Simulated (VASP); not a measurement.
An input for Quantum ESPRESSO's pw.x (written as the equivalent of a VASP run, and not itself run):

```
&CONTROL
  calculation = 'scf'
  pseudo_dir = './pseudo'
  outdir = './out'
  tprnfor = .true.
  tstress = .true.
/
&SYSTEM
  ibrav = 0
  nat = 2
  ntyp = 2
  ecutwfc = 94
  occupations = 'smearing'
  smearing = 'methfessel-paxton'
  degauss = 0.00735
  input_dft = 'vdw-df2'
  nspin = 2
  starting_magnetization(1) = 0.1
  starting_magnetization(2) = -0.1
/
&ELECTRONS
  conv_thr = 7.3e-09
  electron_maxstep = 100
/
ATOMIC_SPECIES
  Cr1 51.996 Cr.upf
  Cr2 51.996 Cr.upf
CELL_PARAMETERS angstrom
     2.9354498    0.0000000    0.0000000
     0.0000000    2.9354498    0.0000000
     0.0000000    0.0000000    2.9354498
ATOMIC_POSITIONS crystal
  Cr1  0.0000000  0.0000000  0.0000000
  Cr2  0.5000000  0.5000000  0.5000000
K_POINTS automatic
  13 13 13 0 0 0
```

Question: Translate this input to VASP (INCAR, KPOINTS, POSCAR, choice of POTCAR).

Answer: Several could match; the one computed here: 
**KPOINTS**
```
K-points
0
G
13 13 13
```

**INCAR**
```
SYSTEM  =  Cr
PREC  =  Accurate; ENCUT  =  520; LREAL  =  F
LASPH  =  T
EDIFF  =  1E-7; NELM  =  100; ALGO  =  Normal
LMAXMIX  =  4
ISMEAR  =  1; SIGMA  =  0.1
GGA  =  ML; LUSE_VDW  =  T; AGGAC  =  0.0
ZAB_VDW  =  -1.8867
MAGMOM  =  1.0 -1.0
ISPIN  =  2
ISIF  =  2
LWAVE  =  F; LCHARG  =  F; LORBIT  =  10
```

File POSCAR:
```
Cr
5.87090
  0.4999999619   0.0000000000   0.0000000000
  0.0000000000   0.4999999619   0.0000000000
  0.0000000000   0.0000000000   0.4999999619
Cr
2
Direct
  0.0000000000   0.0000000000   0.0000000000
  0.5000000000   0.5000000000   0.5000000000
```

POTCAR, in this order: Cr_pv (PBE.64 set). Program: vasp_std.

What does not carry over: the potentials are each code's own (VASP's PAW set, PseudoDojo norm-conserving files in pw.x), so ENCUT and ecutwfc are chosen apart and not converted; conv_thr bounds pw.x's estimated SCF error, while EDIFF bounds the energy change between steps; starting_magnetization is a fraction of the valence charge and MAGMOM a moment in μB, so they match only roughly.

The compound is Cr in the bcc, AFM order structure. This cell is one point of a volume scan, at 1.03 of the reference volume.
